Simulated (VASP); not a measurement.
For cubic LiF (rock salt), LDA (Ceperley-Alder, Perdew-Zunger), VASP's LDA PAW potentials (set 64) run with VASP gives ε∞ = 2.11, a static ε₀ = 7.90 and a transverse optical mode at 346 cm⁻¹.

Estimate the longitudinal optical frequency at Γ.

By the Lyddane-Sachs-Teller relation, ω_LO = ω_TO √(ε₀/ε∞) = 346 × √(7.90/2.11) = 669 cm⁻¹.

Measured: ε∞ 1.93 at 297 K (computed value off by +9.5 %), as given by H. H. Li, Journal of Physical and Chemical Reference Data (1976), doi:10.1063/1.555536 [long-wavelength limit of the electronic terms of a dispersion formula fitted to measured refractive indices over 0.1-11.0 um; lattice terms left out].

The compound is LiF in the rock salt structure. It was relaxed first, which changed the volume by -9 %.
